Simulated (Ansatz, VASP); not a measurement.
# Two plane-wave programs on BaMg2Re2

Contents of INCAR:

```
SYSTEM = BaMg2Re2
PREC = Accurate ; ENCUT = 520
EDIFF = 1E-6 ; ISMEAR = -1
SIGMA = 0.1 ; LREAL = .False.
LASPH = .True. ; NELM = 60
ALGO = Normal ; ISIF = 2
LWAVE = .False. ; LCHARG = .True.
GGA = PE ; LELF = .True.
LVHAR = .True. ; NBANDS = 39
```

KPOINTS

```
regular mesh
0
Gamma
  4 4 2
  0 0 0
```

File POSCAR:

```
BaMg2Re2
1.0
    4.5531280000      0.0000000000      0.0000000000
    0.0000000000      4.5531280000      0.0000000000
    0.0000000000      0.0000000000     11.0276760000
Re Mg Ba
4 4 2
Direct
    0.0000000000      0.5000000000      0.8670000000
    0.5000000000      0.0000000000      0.1330000000
    0.0000000000      0.0000000000      0.5000000000
    0.5000000000      0.5000000000      0.5000000000
    0.0000000000      0.0000000000      0.0000000000
    0.5000000000      0.5000000000      0.0000000000
    0.0000000000      0.5000000000      0.6310000000
    0.5000000000      0.0000000000      0.3690000000
    0.0000000000      0.5000000000      0.2530000000
    0.5000000000      0.0000000000      0.7470000000
```

Input for Ansatz:

```yaml
crystal:
  lattice:
    - [4.553128, 0.0, 0.0]
    - [0.0, 4.553128, 0.0]
    - [0.0, 0.0, 11.027676]
  atoms:
    - { symbol: Re, position: [0.0, 0.5, 0.867] }
    - { symbol: Re, position: [0.5, 0.0, 0.133] }
    - { symbol: Mg, position: [0.0, 0.0, 0.0] }
    - { symbol: Mg, position: [0.5, 0.5, 0.0] }
    - { symbol: Mg, position: [0.0, 0.5, 0.631] }
    - { symbol: Mg, position: [0.5, 0.0, 0.369] }
    - { symbol: Ba, position: [0.0, 0.5, 0.253] }
    - { symbol: Ba, position: [0.5, 0.0, 0.747] }
    - { symbol: Re, position: [0.0, 0.0, 0.5] }
    - { symbol: Re, position: [0.5, 0.5, 0.5] }
  symmetry: { tolerance: 0.0003 }
kpoints:
  mp_grid: { grid: [4, 4, 2], shift: [0, 0, 0] }
magnetization:
  spin_polarized: false
scf:
  occupations: { method: fermi_dirac, width: 0.1 }
  eigensolver: { kind: davidson }
hamiltonian:
  pseudopotentials: { kind: paw }
  xc: pbe
basis:
  ecutwfc: 500
  precision: f64
output:
  forces: true
  stress: true
  eigenvalues: true
```

The cell was built by a generator and needn't be a form met in nature.

Alike in both runs: task single point; functional PBE; k mesh 4 × 4 × 2; occupations fermi-dirac, width 0.1 eV; no spin polarisation.

|  | VASP | Ansatz |
| --- | --- | --- |
| version | VASP 6.6.1 | Ansatz 0.2.0 |
| potentials or method | VASP PAW PBE potentials, release 64 (Re, Mg, Ba_sv) | PAW plane waves |
| plane-wave cutoff (eV) | 520 | 500 |
| valence electrons in the cell | 56 | 120 |

Ansatz gave:

- gap on the k mesh at the Fermi level (eV): none
- pressure (GPa): 1.7
- largest component of the traceless stress (GPa): 6.77
- rms of the force components (eV/Å): 0.103

Problem. Estimate VASP's values.

Solution. gap on the k mesh at the Fermi level (eV): none; pressure (GPa): 2.0; largest component of the traceless stress (GPa): 6.75; rms of the force components (eV/Å): 0.115.

A gap of «none» marks a metal or a gap that the smearing closes. The two sets of potentials don't hold the same shells in valence.

Spin-orbit coupling is left out, which matters for the levels of Ba, Re.
